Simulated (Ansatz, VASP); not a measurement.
**Cross-check of GaP between VASP and Ansatz**

Aim: how closely do two programs agree when they are given the same cell, functional and k mesh? The cell is taken from a series of runs on this material, whose earlier steps may have relaxed, scaled, displaced or heated it; both programs get it as it stands.

Calculated with Ansatz 0.2.0; plane waves, with VASP 6.6.1 beside it; zone-centre phonons at LDA.

### Step 1. Set-up

It takes space group F-43m (No. 216, cubic). Conventional cell: a = 5.391 Å, b = 5.391 Å, c = 5.391 Å, α = 90.00°, β = 90.00°, γ = 90.00°. Nearest to P lie 4 Ga at 2.33 Å. Nearest to Ga lie 4 P at 2.33 Å. Farther neighbours are not listed.

### Step 2. Ansatz: zone-centre phonons, LDA

Ansatz runs on its PAW soft_1 files.

Second derivatives magnify differences that forces hide, and they need a tight electronic threshold.

input.yaml reads:

```yaml
crystal:
  lattice:
    - [0.0, 2.6957056919, 2.6957056919]
    - [2.6957056919, 0.0, 2.6957056919]
    - [2.6957056919, 2.6957056919, 0.0]
  atoms:
    - { symbol: P, position: [0.75, 0.75, 0.75] }
    - { symbol: Ga, position: [0.0, 0.0, 0.0] }
total_charge: 0.003918
kpoints:
  mp_grid: { grid: [30, 30, 30] }
hamiltonian:
  xc: lda
  pseudopotentials: { kind: paw, azcp: { folder: soft_1 }, xc_functional: pbe }
scf:
  occupations: { method: fermi_dirac, width: 0.03 }
output:
  eigenvalues: true
phonons:
  method: dfpt
```

Run with:

```bash
> ansatz run input.yaml --threads 8 --pin off --max-ram 16384MiB --backend cpu --events-out ev --progress --plain --runs-dir out
```

Numbers of over 12 decimals in the logs are rounded to 6 here.

What it wrote:

```text
zone centre: on kpoints.mp_grid the ground state, and the responses unless they are solved on pairs of k-points, stand on 1992 of the mesh's 27000 k-points, reduced under 8 symmetry operations, with k and −k counted as one. Each operation leaves every solved displacement unchanged or reverses it
Engine: ansatz 0.2.0, aarch64-unknown-linux-gnu
Pseudopotentials: kind: paw
Pseudopotential: P, paw, valence charge 5, recommended cutoff 420 eV (normal), soft_1/P.paw.azcp
Pseudopotential: Ga, paw, valence charge 13, recommended cutoff 420 eV (normal), soft_1/Ga.paw.azcp
Functional definition: SPW92
  exchange = slater_x
  correlation = pw_c
Crystal: 2 atoms, lattice volume = 39.178 Å³
Basis set: ecut = 420 eV, 749 PW (Γ), exchange–correlation on 54×54×54 points (8 copies of the dense FFT grid, shifted against one another)
Bands: 13, of which v1, the nominal top of the filled ones, is band 9 counted from 1 (8 counted from 0)
Symmetry: 24 space group operations
k-points: 1992 of 27000 (irreducible under 8 space group operations, time reversal used)
Non-local potential: P, projectors of the file, l = 0: 2, l = 1: 2, l = 2: 1
Non-local potential: Ga, projectors of the file, l = 0: 2, l = 1: 2, l = 2: 3, l = 3: 1
PAW form: soft (Blöchl's): semilocal exchange-correlation on the pseudo side does not see the compensation charge
PAW frozen core: P, regenerated for the run's functional, and the local potential with it (the file was generated under x = pbe(κ = 0.804, μ = 0.219515), c = pbe(β = 0.066725))
PAW frozen core: Ga, regenerated for the run's functional, and the local potential with it (the file was generated under x = pbe(κ = 0.804, μ = 0.219515), c = pbe(β = 0.066725))
PAW one-centre angular grid: P, 110 points (default); XC on 64 Gauss nodes
PAW one-centre angular grid: Ga, 590 points (default); XC on 64 Gauss nodes
Initial density: superposition of atomic densities (chi_scale 0.1, normalization cell, long waves kept (reshape's long-wave potential 0.00 eV rms))
Initial wavefunctions: pseudopotential atomic-orbital guess
Functional: x = slater, c = lda
SCF iter   1: F=—  HF=-4433.996896 eV  |F-HF|=—  |Δ(HF+E_count)|=         —  Δρ=4.51e-2  dr2=6.63e-1  ethr=3.10e-3  ⟨swp⟩=6.4  Hψ=181397  notcnv=0
preconditioner: auto → Kerker (q_TF=auto, 2.397 Å⁻¹)  [metal: Δε(μ)=0.033 eV  Ē_g=15.533 eV  σ=0.030 eV  W_gap=0.27  n_scr=14 (ndim 8)  ℏωp=25.2 eV  f_vac=0.000  D(μ)=0.08/eV (n_scr^D=0)]
SCF iter   2: F=—  HF=-4433.875763 eV  |F-HF|=—  |Δ(HF+E_count)|=   1.21e-1  Δρ=2.75e-2  dr2=2.58e-1  ethr=3.10e-3  ⟨swp⟩=2.0  Hψ=49774  notcnv=0
SCF iter   3: F=—  HF=-4433.809729 eV  |F-HF|=—  |Δ(HF+E_count)|=   6.60e-2  Δρ=5.51e-3  dr2=1.47e-2  ethr=1.43e-3  ⟨swp⟩=3.0  Hψ=51795  notcnv=0
SCF iter   4: F=—  HF=-4433.802335 eV  |F-HF|=—  |Δ(HF+E_count)|=   7.39e-3  Δρ=2.94e-3  dr2=5.67e-3  ethr=8.19e-5  ⟨swp⟩=2.7  Hψ=53309  notcnv=0
SCF iter   5: F=—  HF=-4433.801129 eV  |F-HF|=—  |Δ(HF+E_count)|=   1.21e-3  Δρ=1.29e-3  dr2=7.44e-4  ethr=3.15e-5  ⟨swp⟩=2.0  Hψ=51798  notcnv=0
SCF iter   6: F=—  HF=-4433.801251 eV  |F-HF|=—  |Δ(HF+E_count)|=   1.22e-4  Δρ=1.81e-4  dr2=1.34e-5  ethr=4.14e-6  ⟨swp⟩=2.0  Hψ=43652  notcnv=0
SCF iter   7: F=—  HF=-4433.801257 eV  |F-HF|=—  |Δ(HF+E_count)|=   5.97e-6  Δρ=4.04e-5  dr2=3.76e-7  ethr=7.43e-8  ⟨swp⟩=2.6  Hψ=38935  notcnv=0
SCF iter   8: F=—  HF=-4433.801258 eV  |F-HF|=—  |Δ(HF+E_count)|=   4.36e-7  Δρ=7.72e-6  dr2=2.10e-8  ethr=2.09e-9  ⟨swp⟩=2.0  Hψ=43174  notcnv=0
SCF iter   9: F=—  HF=-4433.801258 eV  |F-HF|=—  |Δ(HF+E_count)|=   7.79e-9  Δρ=1.87e-6  dr2=2.18e-9  ethr=1.17e-10  ⟨swp⟩=2.7  Hψ=44468  notcnv=0
SCF iter  10: F=—  HF=-4433.801258 eV  |F-HF|=—  |Δ(HF+E_count)|=  4.32e-10  Δρ=4.80e-7  dr2=1.20e-10  ethr=1.21e-11  ⟨swp⟩=1.1  Hψ=25999  notcnv=0
SCF iter  11: F=-4433.801258 eV  HF=-4433.801258 eV  |F-HF|=1.82e-12  |Δ(HF+E_count)|=  3.37e-11  Δρ=1.08e-7  dr2=3.62e-12  ethr=1.00e-12  ⟨swp⟩=7.9  Hψ=148891  notcnv=0
SCF 1 converged in 11 iterations: F = -4433.801258 eV  dr2 = 3.62e-12
  greatest PAW one-centre occupation: 0.994 electrons in one spin orbital (limit 2), on the Ga atom at site 1 (counted from 0), in its partial waves of l = 2
DFPT response loops at Γ: preconditioner auto → Kerker (q_TF=auto, 2.397 Å⁻¹) (partly filled bands, converged f_vac=0.003); β = 1.00, the filter's whole step (`scf.mixing.beta` (0.50) is not read by the response loops under this deck's `scf.mixing.preconditioner`; to damp them name `kerker` or `kerker_dos`, under which they read `scf.mixing.beta`, and type it under 1.00, their step now; both keys bind the ground state too); Broyden in place of MSR1
SCF converged after 11 iterations
Free energy (F): -4433.801258 eV
Harris-Foulkes:  -4433.801258 eV  (|F-HF|=1.82e-12)
Internal energy: -4433.801028 eV  (E = F + TS)
E sigma→0 (E₀):  -4433.801143 eV
Entropy (-TS):   -0.000230 eV (-0.115 meV/atom)
Fermi energy:    7.201879 eV
--- Per-component energies (eV) ---
  E_band       = -58.648082
  E_kinetic    = 182.037711
  E_local      = -1658.750204  (includes V_loc(G=0)·N_el)
  E_nonlocal   = -57.296878
  E_hartree    = 1006.371998
  E_xc         = -135.900079
  E_vxc        = -118.526520  (∫ρ·V_xc dr)
  E_paw        = -2445.077999  (= ΣΔE_a)
  E_vpaw       = -418.855948  (= ΣTr[D̂ρ^β])
  E_aug_tail   = -0.000182  (compensation charges beyond the density's cutoff)
  E_ewald      = -1327.031227
  E_core_change = 1.845833  (= ΣΔE_core)
  E_smearing   = -0.000230  (= −TS)
  E_closure    = 0.000000  (closes the sum)
  E_deformation_potential = 0.054527  (in the stress; not in F)
  Σ components = -4433.801258   (vs F -4433.801258, Δ=0.00e0)
--- Band table (eV; the first three rows and the last of 1992) ---
  k-point 0: bands = [... 5 lower, -5.5239, 7.2431, 7.2431, 7.2431, 9.1246, 11.0245, 11.0245, 11.0245]
  k-point 1: bands = [... 5 lower, -5.5087, 7.0487, 7.2230, 7.2230, 9.2563, 11.0472, 11.0550, 11.0550]
  k-point 2: bands = [... 5 lower, -5.4633, 6.5908, 7.1653, 7.1653, 9.5029, 11.1421, 11.1421, 11.1457]
  k-point 1991: bands = [... 5 lower, -2.2656, 0.4584, 3.4769, 3.6183, 11.7467, 12.0310, 13.3705, 13.4124]
--- Phonons (Γ-DFPT): 2 representative perturbations + reference, on 1992 of 27000 k-points (Σ response iterations 6) ---
  k mesh reduced under 8 symmetry operations, with k and −k counted as one. Each operation leaves every solved displacement unchanged or reverses it
  ASR residual: 7.898e-5 → 0.000e0 eV/Å²; symmetrization residual: 1.176e-6 eV/Å²
  ASR residual per site (eV/Å²): 2.57e-5 7.90e-5
  Γ frequencies (cm⁻¹): 0.00 0.00 0.00 358.32 358.32 358.32
  non-analytic LO–TO correction: not included (Born effective charges unavailable; polar crystals: no LO–TO splitting at Γ)
```

Reading the cycles: dr2 is the Hartree energy of the density residual (eV), the measure of convergence; HF is the Harris–Foulkes estimate of the energy, which meets the free energy F at convergence.

### Step 3. VASP: zone-centre phonons, LDA

The same cell, functional (in two slightly different forms), mesh and smearing now go to VASP, with its own data sets.

Lines of VASP's logs that name or quote its potential files are left out, and so is its time.

INCAR reads:

```
SYSTEM = GaP
PREC = Accurate
ENCUT = 500
EDIFF = 1E-08
NELM = 120
ISMEAR = -1
SIGMA = 0.03
LREAL = .FALSE.
ALGO = Normal
GGA = CA
NELECT = 17.996082
NBANDS = 14
LORBIT = 11
LWAVE = .FALSE.
LCHARG = .FALSE.
ISIF = 2
IBRION = 8
LASPH = .TRUE.
GGA_COMPAT = .FALSE.
KPAR = 2
```

POSCAR reads:

```
GaP
1.0
    0.0000000000      2.6957056919      2.6957056919
    2.6957056919      0.0000000000      2.6957056919
    2.6957056919      2.6957056919      0.0000000000
P Ga
1 1
Direct
    0.7500000000      0.7500000000      0.7500000000
    0.0000000000      0.0000000000      0.0000000000
```

KPOINTS reads:

```
Automatic mesh
0
Gamma
30 30 30
0 0 0
```

Potentials, in the order of the species: P and Ga_d (LDA family, release 64).

Run with:

```bash
> mpirun -np 2 vasp_std
```

What it wrote:

```text
[banner, memory and clock lines left out]
running    2 mpi-ranks, on    1 nodes
 distrk:  each k-point on    1 cores,    2 groups
 distr:  one band on    1 cores,    1 groups

 POSCAR found type information on POSCAR P Ga
 POSCAR found :  2 types and       2 ions
 LDA part: xc-table for (Slater(with rela. corr.)+CA(PZ))
 , standard interpolation
 POSCAR, INCAR and KPOINTS ok, starting setup
 FFT: planning ... GRIDC
 FFT: planning ... GRID_SOFT
 FFT: planning ... GRID
 WAVECAR not read
 entering main loop
       N       E                     dE             d eps       ncg     rms          rms(c)
DAV:   1     0.792749367015E+02    0.79275E+02   -0.84227E+03 21616   0.170E+03
DAV:   2    -0.459194489134E+01   -0.83867E+02   -0.80503E+02 23594   0.325E+02
DAV:   3    -0.106942587034E+02   -0.61023E+01   -0.60747E+01 26312   0.721E+01
DAV:   4    -0.108007714316E+02   -0.10651E+00   -0.10646E+00 25792   0.103E+01
DAV:   5    -0.108030776083E+02   -0.23062E-02   -0.23060E-02 27530   0.130E+00BRMIX: very serious problems
 the old and the new charge density differ
 old charge density:    18.00000 new   17.99608
BRMIX: very serious problems
 the old and the new charge density differ
 old charge density:    18.00000 new   17.99608
    0.449E+00
DAV:   6    -0.105272870272E+02    0.27579E+00   -0.40554E-01 32288   0.121E+01    0.288E+00
DAV:   7    -0.104771202316E+02    0.50167E-01   -0.97384E-02 26456   0.240E+00    0.107E+00
DAV:   8    -0.104725217873E+02    0.45984E-02   -0.12771E-02 26572   0.141E+00    0.203E-01
DAV:   9    -0.104724885529E+02    0.33234E-04   -0.10559E-03 32004   0.462E-01    0.620E-02
DAV:  10    -0.104724851843E+02    0.33686E-05   -0.51493E-05 32494   0.898E-02    0.227E-02
DAV:  11    -0.104724912296E+02   -0.60454E-05   -0.81391E-06 27138   0.457E-02    0.662E-03
DAV:  12    -0.104724910348E+02    0.19486E-06   -0.56894E-07 28818   0.983E-03    0.434E-03
DAV:  13    -0.104724910285E+02    0.62873E-08   -0.14737E-07 27160   0.403E-03    0.722E-04
DAV:  14    -0.104724910274E+02    0.10932E-08   -0.64513E-09 16618   0.123E-03
   1 F= -.10472491E+02 E0= -.10472376E+02  d E =-.229903E-03
 Linear response reoptimize wavefunctions to high precision
DAV:   1    -0.104724910275E+02   -0.17144E-09   -0.15559E-09 19016   0.441E-04
DAV:   2    -0.104724910276E+02   -0.42746E-10   -0.25436E-10 12586   0.167E-04
 Linear response DOF=           2
 Linear response progress:
  Degree of freedom:   1/  2
       N       E                     dE             d eps       ncg     rms          rms(c)
RMM:   1    -0.507910315230E-01   -0.50791E-01    0.54759E-03240905   0.195E+00
RMM:   2    -0.473438424270E-01    0.34472E-02   -0.65680E-03189807   0.597E-01    0.122E-01
RMM:   3    -0.473984366879E-01   -0.54594E-04   -0.51896E-04210100   0.187E-01    0.594E-02
RMM:   4    -0.476788529404E-01   -0.28042E-03   -0.89846E-05202621   0.738E-02    0.114E-02
RMM:   5    -0.476866511169E-01   -0.77982E-05   -0.10222E-05217905   0.248E-02    0.696E-03
RMM:   6    -0.476681140792E-01    0.18537E-04   -0.18877E-06203994   0.939E-03    0.360E-03
RMM:   7    -0.476716938808E-01   -0.35798E-05   -0.15256E-07213527   0.364E-03    0.137E-03
RMM:   8    -0.476689308973E-01    0.27630E-05    0.90471E-09207157   0.131E-03    0.116E-04
RMM:   9    -0.476685653144E-01    0.36558E-06    0.65896E-09213017   0.398E-04    0.527E-05
RMM:  10    -0.476685889141E-01   -0.23600E-07    0.14648E-09208977   0.140E-04    0.352E-06
RMM:  11    -0.476686050253E-01   -0.16111E-07    0.13672E-09212438   0.519E-05    0.588E-06
RMM:  12    -0.476686118519E-01   -0.68267E-08    0.84924E-10203911   0.214E-05    0.493E-07
 first order change of Fermi-energy   0.12573E-03
 force on displaced ion       1 direction 1 : -10.122   0.000   0.000
 Linear response progress:
  Degree of freedom:   2/  2
       N       E                     dE             d eps       ncg     rms          rms(c)
RMM:   1    -0.167081810462E+00   -0.16708E+00    0.11853E-01133526   0.929E+00
RMM:   2    -0.164994509318E+00    0.20873E-02   -0.28861E-02200539   0.158E+00    0.580E-02
RMM:   3    -0.165438433144E+00   -0.44392E-03   -0.39580E-03210348   0.454E-01    0.440E-02
RMM:   4    -0.165321826986E+00    0.11661E-03   -0.11810E-03218958   0.170E-01    0.126E-02
RMM:   5    -0.165306850925E+00    0.14976E-04   -0.54389E-05218489   0.437E-02    0.523E-03
RMM:   6    -0.165309238507E+00   -0.23876E-05   -0.13864E-05214980   0.160E-02    0.900E-04
RMM:   7    -0.165308023994E+00    0.12145E-05   -0.48694E-06217415   0.650E-03    0.252E-04
RMM:   8    -0.165306289576E+00    0.17344E-05   -0.27162E-06218628   0.280E-03    0.796E-05
RMM:   9    -0.165306156983E+00    0.13259E-06   -0.13736E-06220395   0.119E-03    0.384E-05
RMM:  10    -0.165305818111E+00    0.33887E-06   -0.82096E-07218386   0.543E-04    0.112E-05
RMM:  11    -0.165305783077E+00    0.35034E-07   -0.26779E-07223258   0.248E-04    0.518E-06
RMM:  12    -0.165305768783E+00    0.14295E-07   -0.24932E-07222258   0.117E-04    0.362E-06
RMM:  13    -0.165305736624E+00    0.32159E-07   -0.87343E-08217888   0.567E-05    0.226E-06
RMM:  14    -0.165305713224E+00    0.23399E-07   -0.68061E-08215735   0.296E-05    0.263E-07
RMM:  15    -0.165305711949E+00    0.12748E-08   -0.26914E-08187547   0.159E-05    0.472E-07
 first order change of Fermi-energy  -0.87929E-05
 force on displaced ion       2 direction 1 : -10.129   0.000   0.000
 Linear response finished
```

From OUTCAR (step 3):

```text
NELECT = 17.996082

 ion  position               nearest neighbor table
   1  0.750  0.750  0.750-   2 2.33   2 2.33   2 2.33   2 2.33
   2  0.000  0.000  0.000-   1 2.33   1 2.33   1 2.33   1 2.33

  LATTYP: Found a face centered cubic cell.
 ALAT       =     5.3914113838

 Subroutine GETGRP returns: Found 24 space group operations
 (whereof 24 operations were pure point group operations)

The static configuration has the point symmetry T_d .

 Found    752 irreducible k-points:

   k-points           NKPTS =    752   k-points in BZ     NKDIM =    752   number of bands    NBANDS=     14

   dimension x,y,z NGX =    28 NGY =   28 NGZ =   28
   dimension x,y,z NGXF=    56 NGYF=   56 NGZF=   56

   ENCUT  =  500.0 eV  36.75 Ry    6.06 a.u.   6.95  6.95  6.95*2*pi/ulx,y,z

 k-points in reciprocal lattice and weights: Automatic mesh
   0.00000000  0.00000000  0.00000000       0.000
   0.03333333  0.00000000  0.00000000       0.000
   0.06666667  0.00000000  0.00000000       0.000
   0.10000000  0.00000000  0.00000000       0.000
   0.13333333  0.00000000  0.00000000       0.000
   0.16666667  0.00000000  0.00000000       0.000
   0.20000000  0.00000000  0.00000000       0.000
   0.23333333  0.00000000  0.00000000       0.000
   0.26666667  0.00000000  0.00000000       0.000
[...]
-0.26666667  0.46666667  0.23333333       0.001
  -0.26666667  0.50000000  0.23333333       0.000

 average (electrostatic) potential at core
       1 -84.3177       2 -66.2629

  Total       -0.0156874     -0.0156874     -0.0156874     -0.0000000      0.0000000      0.0000000
  in kB       -0.6415239     -0.6415239     -0.6415239     -0.0000000      0.0000000      0.0000000
  external PRESSURE =      -0.6415239 kB  Pullay stress =       0.0000000 kB

  energy-cutoff  :      500.00
  volume of cell :       39.18
      direct lattice vectors                 reciprocal lattice vectors
     0.000000000  2.695705692  2.695705692    -0.185480189  0.185480189  0.185480189
     2.695705692  0.000000000  2.695705692     0.185480189 -0.185480189  0.185480189
     2.695705692  2.695705692  0.000000000     0.185480189  0.185480189 -0.185480189

 POSITION                                       TOTAL-FORCE (eV/Angst)
 -----------------------------------------------------------------------------------
      4.04356      4.04356      4.04356         0.000000      0.000000      0.000000
      0.00000      0.00000      0.00000        -0.000000     -0.000000     -0.000000
 -----------------------------------------------------------------------------------
    total drift:                               -0.000000     -0.000000     -0.000000

 Eigenvectors and eigenvalues of the dynamical matrix
 ----------------------------------------------------

   1 f  =   10.741251 THz    67.489268 2PiTHz  358.289556 cm-1    44.422223 meV
             X         Y         Z           dx          dy          dz
      4.043559  4.043559  4.043559     0.588328    0.588328   -0.000000
      0.000000  0.000000  0.000000    -0.392263   -0.392263   -0.000000

   2 f  =   10.741251 THz    67.489268 2PiTHz  358.289556 cm-1    44.422223 meV
             X         Y         Z           dx          dy          dz
      4.043559  4.043559  4.043559     0.588328   -0.588328   -0.000000
      0.000000  0.000000  0.000000    -0.392263    0.392263   -0.000000

   3 f  =   10.741251 THz    67.489268 2PiTHz  358.289556 cm-1    44.422223 meV
             X         Y         Z           dx          dy          dz
      4.043559  4.043559  4.043559     0.000000    0.000000    0.832022
      0.000000  0.000000  0.000000     0.000000    0.000000   -0.554743

   4 f/i=    0.001674 THz     0.010519 2PiTHz    0.055843 cm-1     0.006924 meV
             X         Y         Z           dx          dy          dz
      4.043559  4.043559  4.043559    -0.013059    0.033720   -0.553563
      0.000000  0.000000  0.000000    -0.019587    0.050575   -0.830252

   5 f/i=    0.001674 THz     0.010519 2PiTHz    0.055843 cm-1     0.006924 meV
             X         Y         Z           dx          dy          dz
      4.043559  4.043559  4.043559     0.440924    0.336488    0.010095
      0.000000  0.000000  0.000000     0.661312    0.504675    0.015141

   6 f/i=    0.001674 THz     0.010519 2PiTHz    0.055843 cm-1     0.006924 meV
             X         Y         Z           dx          dy          dz
      4.043559  4.043559  4.043559     0.336385   -0.439749   -0.034723
      0.000000  0.000000  0.000000     0.504522   -0.659550   -0.052079

 ELASTIC MODULI CONTR FROM IONIC RELAXATION (kBar)
 Direction    XX          YY          ZZ          XY          YZ          ZX
 --------------------------------------------------------------------------------
 XX          -0.0000     -0.0000     -0.0000     -0.0000     -0.0000     -0.0000
 YY          -0.0000     -0.0000     -0.0000     -0.0000     -0.0000      0.0000
 ZZ          -0.0000     -0.0000     -0.0000     -0.0000     -0.0000     -0.0000
 XY          -0.0000     -0.0000     -0.0000   -255.9750      0.0000     -0.0000
 YZ          -0.0000     -0.0000     -0.0000      0.0000   -255.9750      0.0000
 ZX          -0.0000      0.0000     -0.0000     -0.0000      0.0000   -255.9750
 --------------------------------------------------------------------------------
```

### Step 4. Side by side

Known differences besides the potentials themselves: the two LDA forms differ slightly; the cutoff is 420 eV in Ansatz and 500 eV in VASP; VASP's log shows a relativistic correction to its local exchange, Ansatz's none. Total energies have different zeros and are not compared.

Both answers:

```
                  quantity  Ansatz   VASP  difference
optical mode 1 to 3 (cm⁻¹)   358.3  358.3     +0.01 %
```

Modes are paired by rising frequency, not by their patterns, so a pair may set unlike modes beside each other; they are those without the splitting of longitudinal modes. The cell carries a charge of +0.003918 e against a uniform background, so its pressure also hangs on how the neutralising background is counted, and in a defect's cell a gap may be the spacing between its levels.

### Step 5. Results

```json
{
  "r.m.s. difference of the optical zone-centre modes, each program's sorted by frequency (zone-centre phonons, LDA)": "0.030 cm⁻¹"
}
```

What this shows: The r.m.s. difference of the optical zone-centre modes, each program's sorted by frequency is 0.030 cm⁻¹ (zone-centre phonons, LDA). Such differences can come from data sets, numerical settings and the points named under the comparisons, not from the functional's error against experiment.

[Lines on the potential files, build, host, timing and source positions are cut from VASP's logs without a mark.]

[Logs are printed without paths, hosts, clocks, repeated set-up lines and the standing remarks that a program may print on its own settings, such as how far it seeks lower states.]

[Hosts, paths, dates, database ids (printed as entryN), source tags and the programs' standing remarks are cut or masked in the printed files.]
